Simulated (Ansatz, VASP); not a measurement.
# Cross-check of Ge (Germanium) between VASP and Ansatz, part 2 of 2

Aim: how closely do two programs agree when they are given the same cell, functional and k mesh? The cell is taken from a series of runs on this material, whose earlier steps may have relaxed, scaled, displaced or heated it; both programs get it as it stands.

VASP 6.6.1 and Ansatz 0.2.0.

So far: The structure; VASP: zone-centre phonons, LDA.

## 2. VASP: zone-centre phonons, LDA (continued)

Level of this step: LDA; plane waves and PAW (Ge_d) (VASP).

Numbers of over 12 decimals in the logs are rounded to 6 here.

OUTCAR, selected parts (step 2):

```text
ion  position               nearest neighbor table
   1  0.499  0.499  0.501-   2 2.43   2 2.43   2 2.43   2 2.43
   2  0.751  0.751  0.749-   1 2.43   1 2.43   1 2.43   1 2.43

  LATTYP: Found a body centered orthorhombic cell.
 ALAT       =     3.9352405033
 B/A-ratio  =     1.0103186801
 C/A-ratio  =     1.4339373356

 Subroutine GETGRP returns: Found  4 space group operations
 (whereof  2 operations were pure point group operations)

The static configuration has the point symmetry C_1h.
 The point group associated with its full space group is C_2h.

   k-points           NKPTS =   1728   k-points in BZ     NKDIM =   1728   number of bands    NBANDS=     20

   dimension x,y,z NGX =    30 NGY =   30 NGZ =   30
   dimension x,y,z NGXF=    60 NGYF=   60 NGZF=   60

   ENCUT  =  500.0 eV  36.75 Ry    6.06 a.u.   7.24  7.24  7.17*2*pi/ulx,y,z

   NELECT =      28.0000    total number of electrons

 k-points in reciprocal lattice and weights: Points of the shifted mesh
   0.04166667  0.04166667  0.04166667       0.001
   0.04166667  0.04166667  0.12500000       0.001
   0.04166667  0.04166667  0.20833333       0.001
   0.04166667  0.04166667  0.29166667       0.001
   0.04166667  0.04166667  0.37500000       0.001
   0.04166667  0.04166667  0.45833333       0.001
   0.04166667  0.04166667  0.54166667       0.001
   0.04166667  0.04166667  0.62500000       0.001
   0.04166667  0.04166667  0.70833333       0.001
[...]
0.95833333  0.95833333  0.87500000       0.001
   0.95833333  0.95833333  0.95833333       0.001

 average (electrostatic) potential at core
       1 -75.1956       2 -75.1956

  Total        0.1937692      0.1937692      0.0061212      0.1853264     -0.0018646     -0.0018647
  in kB        7.0327135      7.0327135      0.2221631      6.7262900     -0.0676748     -0.0676778
  external PRESSURE =       4.7625300 kB  Pullay stress =       0.0000000 kB

  energy-cutoff  :      500.00
  volume of cell :       44.14
      direct lattice vectors                 reciprocal lattice vectors
    -0.014356562  2.796991807  2.821444141    -0.177850602  0.177850602  0.177214212
     2.796991807 -0.014356562  2.821444141     0.177850602 -0.177850602  0.177214212
     2.782635245  2.782635245  0.000000000     0.179685786  0.179685786 -0.177214212

 POSITION                                       TOTAL-FORCE (eV/Angst)
 -----------------------------------------------------------------------------------
      2.78250      2.78250      2.81753         0.000188      0.000188     -0.000876
      4.17408      4.17408      4.23608        -0.000188     -0.000188      0.000876
 -----------------------------------------------------------------------------------
    total drift:                                0.000000      0.000000      0.000000

 Eigenvectors and eigenvalues of the dynamical matrix
 ----------------------------------------------------

   1 f  =    8.958467 THz    56.287711 2PiTHz  298.822306 cm-1    37.049227 meV
             X         Y         Z           dx          dy          dz
      2.782504  2.782504  2.817532    -0.499986   -0.499986    0.005261
      4.174084  4.174084  4.236078     0.499986    0.499986   -0.005261

   2 f  =    8.921827 THz    56.057493 2PiTHz  297.600118 cm-1    36.897695 meV
             X         Y         Z           dx          dy          dz
      2.782504  2.782504  2.817532    -0.003720   -0.003720   -0.707087
      4.174084  4.174084  4.236078     0.003720    0.003720    0.707087

   3 f  =    8.879174 THz    55.789497 2PiTHz  296.177370 cm-1    36.721297 meV
             X         Y         Z           dx          dy          dz
      2.782504  2.782504  2.817532     0.500000   -0.500000    0.000000
      4.174084  4.174084  4.236078    -0.500000    0.500000   -0.000000

   4 f  =    0.000000 THz     0.000001 2PiTHz    0.000005 cm-1     0.000001 meV
             X         Y         Z           dx          dy          dz
      2.782504  2.782504  2.817532    -0.007343   -0.155603    0.689735
      4.174084  4.174084  4.236078    -0.007343   -0.155603    0.689735

   5 f  =    0.000000 THz     0.000000 2PiTHz    0.000003 cm-1     0.000000 meV
             X         Y         Z           dx          dy          dz
      2.782504  2.782504  2.817532     0.109203    0.681246    0.154850
      4.174084  4.174084  4.236078     0.109203    0.681246    0.154850

   6 f/i=    0.000000 THz     0.000000 2PiTHz    0.000001 cm-1     0.000000 meV
             X         Y         Z           dx          dy          dz
      2.782504  2.782504  2.817532     0.698585   -0.108128   -0.016956
      4.174084  4.174084  4.236078     0.698585   -0.108128   -0.016956

 ELASTIC MODULI CONTR FROM IONIC RELAXATION (kBar)
 Direction    XX          YY          ZZ          XY          YZ          ZX
 --------------------------------------------------------------------------------
 XX          -0.0718     -0.0628     -0.1153     -3.7446      2.1371     -0.1499
 YY          -0.0628     -0.0718     -0.1153     -3.9939      0.7779      1.4594
 ZZ          -0.1153     -0.1153     -0.2155     -7.3757      0.9842     -0.2792
 XY          -3.7446     -3.9939     -7.3757   -256.9272      1.9900      1.6283
 YZ           2.1371      0.7779      0.9842      1.9900   -262.8315    -11.6943
 ZX          -0.1499      1.4594     -0.2792      1.6283    -11.6943   -260.4414
 --------------------------------------------------------------------------------
```

## 3. Ansatz: zone-centre phonons, LDA

Ansatz runs on its PAW soft_1 files.

The same cell, functional (in two slightly different forms), mesh and smearing now go to Ansatz, which takes its cutoff from its data sets.

Contents of input.yaml:

```yaml
crystal:
  lattice:
    - [-0.0143565615, 2.796991807, 2.8214441411]
    - [2.796991807, -0.0143565615, 2.8214441411]
    - [2.7826352455, 2.7826352455, 0.0]
  atoms:
    - { symbol: Ge, position: [0.4993067909, 0.4993067909, 0.5006461146] }
    - { symbol: Ge, position: [0.7506932091, 0.7506932091, 0.7493538854] }
kpoints:
  mp_grid: { grid: [12, 12, 12], shift: [0.5, 0.5, 0.5] }
hamiltonian:
  xc: lda
  pseudopotentials: { kind: paw, azcp: { folder: soft_1 }, xc_functional: pbe }
scf:
  occupations: { method: gaussian, width: 0.015 }
output:
  eigenvalues: true
phonons:
  method: dfpt
```

The run is started by

```sh
> ansatz run input.yaml --threads 4 --pin off --max-ram 10240MiB --backend cpu --events-out ev --progress --plain --runs-dir out
```

What it wrote:

```text
Engine: ansatz 0.2.0, x86_64-unknown-linux-gnu
Pseudopotentials: kind: paw
Pseudopotential: Ge, paw, valence charge 14, recommended cutoff 420 eV (normal), soft_1/Ge.paw.azcp
Functional definition: SPW92
  exchange = slater_x
  correlation = pw_c
Crystal: 2 atoms, lattice volume = 44.144 Å³
Basis set: ecut = 420 eV, 881 PW (Γ), exchange–correlation on 64×64×64 points (8 copies of the dense FFT grid, shifted against one another)
Bands: 18, of which v1, the nominal top of the filled ones, is band 14 counted from 1 (13 counted from 0)
Symmetry: 4 space group operations
k-points: 864 of 1728 (irreducible under 1 space group operation, time reversal used)
Non-local potential: Ge, projectors of the file, l = 0: 2, l = 1: 2, l = 2: 3, l = 3: 1
PAW form: soft (Blöchl's): semilocal exchange-correlation on the pseudo side does not see the compensation charge
PAW frozen core: Ge, regenerated for the run's functional, and the local potential with it (the file was generated under x = pbe(κ = 0.804, μ = 0.219515), c = pbe(β = 0.066725))
PAW one-centre angular grid: Ge, 590 points (default); XC on 64 Gauss nodes
Initial density: superposition of atomic densities (chi_scale 0.1, normalization cell)
Initial wavefunctions: pseudopotential atomic-orbital guess
Functional: x = slater, c = lda
SCF iter   1: F=—  HF=-8431.592099 eV  |F-HF|=—  |Δ(HF+E_count)|=         —  Δρ=3.57e-2  dr2=5.14e-1  ethr=3.10e-3  ⟨swp⟩=6.0  Hψ=72888  notcnv=0
preconditioner: auto → none  [insulator: Δε(μ)=0.291 eV  Ē_g=23.515 eV  σ=0.015 eV  W_gap=1.00  n_scr=14 (ndim 8)  ℏωp=29.6 eV  f_vac=0.000  D(μ)=0.00/eV (n_scr^D=0)  ε∞_Penn≈2.6]
SCF iter   2: F=—  HF=-8431.468484 eV  |F-HF|=—  |Δ(HF+E_count)|=   1.24e-1  Δρ=1.63e-2  dr2=8.43e-2  ethr=1.84e-3  ⟨swp⟩=2.0  Hψ=25918  notcnv=0
SCF iter   3: F=—  HF=-8431.453363 eV  |F-HF|=—  |Δ(HF+E_count)|=   1.51e-2  Δρ=2.37e-3  dr2=6.42e-4  ethr=3.01e-4  ⟨swp⟩=2.0  Hψ=22495  notcnv=0
SCF iter   4: F=—  HF=-8431.453479 eV  |F-HF|=—  |Δ(HF+E_count)|=   1.16e-4  Δρ=4.55e-4  dr2=8.01e-5  ethr=2.29e-6  ⟨swp⟩=2.0  Hψ=31087  notcnv=0
SCF iter   5: F=—  HF=-8431.453271 eV  |F-HF|=—  |Δ(HF+E_count)|=   2.09e-4  Δρ=5.25e-5  dr2=8.08e-7  ethr=2.86e-7  ⟨swp⟩=2.0  Hψ=30602  notcnv=0
SCF iter   6: F=—  HF=-8431.453268 eV  |F-HF|=—  |Δ(HF+E_count)|=   2.60e-6  Δρ=3.38e-5  dr2=2.75e-7  ethr=2.89e-9  ⟨swp⟩=2.0  Hψ=27648  notcnv=0
SCF iter   7: F=—  HF=-8431.453268 eV  |F-HF|=—  |Δ(HF+E_count)|=   2.10e-7  Δρ=6.34e-6  dr2=8.47e-9  ethr=9.82e-10  ⟨swp⟩=2.0  Hψ=26355  notcnv=0
SCF iter   8: F=—  HF=-8431.453268 eV  |F-HF|=—  |Δ(HF+E_count)|=   8.20e-9  Δρ=7.06e-7  dr2=8.99e-11  ethr=3.02e-11  ⟨swp⟩=2.0  Hψ=27311  notcnv=0
SCF iter   9: F=-8431.453268 eV  HF=-8431.453268 eV  |F-HF|=7.28e-12  |Δ(HF+E_count)|=  4.55e-11  Δρ=1.17e-7  dr2=2.81e-12  ethr=1.00e-12  ⟨swp⟩=5.2  Hψ=67689  notcnv=0
SCF 1 converged in 9 iterations: F = -8431.453268 eV  dr2 = 2.81e-12
  greatest PAW one-centre occupation: 0.998 electrons in one spin orbital (limit 2), on the Ge atom at site 1 (counted from 0), in its partial waves of l = 2
DFPT response loops at Γ: preconditioner auto → none (the input reference at scf.mixing.eps_inf says where Resta's filter doesn't serve); β = 0.50; Broyden in place of MSR1
SCF converged after 9 iterations
Free energy (F): -8431.453268 eV
Harris-Foulkes:  -8431.453268 eV  (|F-HF|=7.28e-12)
Internal energy: -8431.453268 eV  (E = F + TS)
E sigma→0 (E₀):  -8431.453268 eV
Fermi energy:    8.582053 eV
--- Per-component energies (eV) ---
  E_band       = -303.077324
  E_kinetic    = 187.327324
  E_local      = -4474.791532  (includes V_loc(G=0)·N_el)
  E_nonlocal   = 442.192497
  E_hartree    = 2132.467994
  E_xc         = -143.274888
  E_vxc        = -131.834274  (∫ρ·V_xc dr)
  E_paw        = -3869.200609  (= ΣΔE_a)
  E_vpaw       = -590.907461  (= ΣTr[D̂ρ^β])
  E_aug_tail   = 0.000030  (compensation charges beyond the density's cutoff)
  E_ewald      = -2709.990737
  E_core_change = 3.816653  (= ΣΔE_core)
  E_smearing   = -0.000000  (= −TS)
  E_closure    = 0.000000  (closes the sum)
  Σ components = -8431.453268   (vs F -8431.453268, Δ=0.00e0)
--- Band table (eV; the first three rows and the last of 864) ---
  k-point 0: bands = [... 10 lower, -4.4191, 7.8538, 8.4959, 8.5118, 9.1972, 11.1048, 11.2007, 11.2336]
  k-point 1: bands = [... 10 lower, -4.3015, 6.6777, 8.0063, 8.4238, 9.7104, 11.2285, 11.3502, 12.0345]
  k-point 2: bands = [... 10 lower, -4.0134, 5.0741, 7.5583, 8.0987, 9.6107, 11.6689, 11.9412, 13.1605]
  k-point 863: bands = [... 10 lower, -2.3084, 0.8173, 6.9119, 7.0889, 9.0088, 12.2726, 12.4029, 15.7044]
--- Phonons (Γ-DFPT): 2 representative perturbations + reference, on 864 of 1728 k-points (Σ response iterations 6) ---
  k mesh reduced under 1 symmetry operation, with k and −k counted as one. Each operation leaves every solved perturbation unchanged. A smaller set is not used because it would not reduce the number of displacements times k-points to solve
  ASR residual: 2.801e-5 → 0.000e0 eV/Å²; symmetrization residual: 1.047e-6 eV/Å²
  ASR residual per site (eV/Å²): 2.80e-5 2.80e-5
  Γ frequencies (cm⁻¹): 0.00 0.00 0.00 294.17 296.10 296.96
  non-analytic LO–TO correction: not included (Born effective charges unavailable; polar crystals: no LO–TO splitting at Γ)
```

In the SCF lines HF is the Harris–Foulkes energy and dr2 the Hartree energy of the density residual, in eV; the loop may stop once dr2 is under the threshold and the program's other checks hold. Hψ counts applications of the Hamiltonian.

## 4. Differences

Known differences besides the potentials themselves: the cutoff is 420 eV in Ansatz and 500 eV in VASP; VASP's log shows a relativistic correction to its local exchange, Ansatz's none. Total energies have different zeros and are not compared.

Compared:

```csv
quantity,Ansatz,VASP,difference
optical mode 1 (cm⁻¹),294.2,296.2,-0.68 %
optical mode 2 (cm⁻¹),296.1,297.6,-0.50 %
optical mode 3 (cm⁻¹),297.0,298.8,-0.62 %
```

Modes are paired by rising frequency, not by their patterns, so a pair may set unlike modes beside each other; they are those without the splitting of longitudinal modes.

## 5. What came out

| Property | Result |
| --- | --- |
| r.m.s. difference of the optical zone-centre modes, each program's sorted by frequency (zone-centre phonons, LDA) | 1.8 cm⁻¹ |
| difference in optical mode 1 (zone-centre phonons, LDA) | -0.7 % |

In words: The r.m.s. difference of the optical zone-centre modes, each program's sorted by frequency is 1.8 cm⁻¹ (zone-centre phonons, LDA). Among the rows given in per cent, the largest difference of the zone-centre phonons, LDA pair is in optical mode 1, -0.7 %. Such differences can come from data sets, numerical settings and the points named under the comparisons, not from the functional's error against experiment.

[Lines on the potential files, build, host, timing and source positions are cut from VASP's logs without a mark.]

[Logs are printed without paths, hosts, clocks, repeated set-up lines and the standing remarks that a program may print on its own settings, such as how far it seeks lower states.]

[Hosts, paths, dates, database ids (printed as entryN), source tags and the programs' standing remarks are cut or masked in the printed files.]
